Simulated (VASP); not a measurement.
Here is the system:

```
BeTe
1.0
    0.00000     2.81500     2.81500
    2.81500     0.00000     2.81500
    2.81500     2.81500     0.00000
Be Te
1 1
Direct
  0.00000   0.00000   0.00000
  0.25000   0.25000   0.25000
```

The numbers are results of PBE GGA, VASP's PBE PAW potentials (set 64) (plane waves; VASP 6.6.1), not measurements. Settings: 400 eV cut-off, 6×6×6 Γ-centred mesh, Gaussian smearing of 0.050 eV, potentials Be Te.

Unless said otherwise, spin-orbit coupling is left out, though it shifts the bands of the heavy elements here.

Q: Estimate the energy per atom (σ→0), pressure, band gap (on the k-mesh) with the smallest direct gap where there is one.

A: 
```
Item                                             Result
-----------------------------------  ------------------
band gap (on the k-mesh)                        1.97 eV
smallest direct gap (on the k-mesh)             3.61 eV
energy per atom (σ→0)                -367.4 kJ/mol-atom
pressure                                       1.23 GPa
```

Only differences to runs with the same potentials and settings are physical.

The compound is BeTe in the zinc blende structure. The cell was not relaxed at this level.
